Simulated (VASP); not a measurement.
Fe:

```
Fe
1.0
    -1.39252    1.39252    1.39252
     1.39252   -1.39252    1.39252
     1.39252    1.39252   -1.39252
Fe
1
Direct
  0.00000 0.00000 0.00000
```

Base run:

| Property | Result |
| --- | --- |
| Program | VASP 6.6.1 |
| Functional | r2SCAN |
| Potentials or basis | VASP PAW PBE potentials, release 64 (Fe) |
| Cutoff | 520 eV |
| k mesh | 20 × 20 × 20 |
| Occupations | gaussian, width 0.1 eV |
| Spin | collinear spin, ferromagnetic start |
| Starting moments | [3.0] μB |

Its results: band gap on the k mesh none (metal or under the smearing width); pressure 17.6 GPa; net moment 2.54 μB per cell; site moments Fe +2.57 μB.

**Question.** The run is repeated on the same cell with these changes: functional from r2SCAN to PBEsol; occupations from gaussian, width 0.1 eV to gaussian, width 0.5 eV. What comes out?

**Answer.** Band gap on the k mesh none (metal or under the smearing width); pressure 0.4 GPa; net moment 2.06 μB per cell; site moments Fe +2.04 μB.

Caveats: so large a pressure means that the cell lies far from this level's equilibrium, or that cutoff or potentials fall short (some runs); the potentials were made for another functional, which shifts forces and pressure (some runs); the PAW data sets were made with another functional, which shifts forces and pressure a little (some runs).
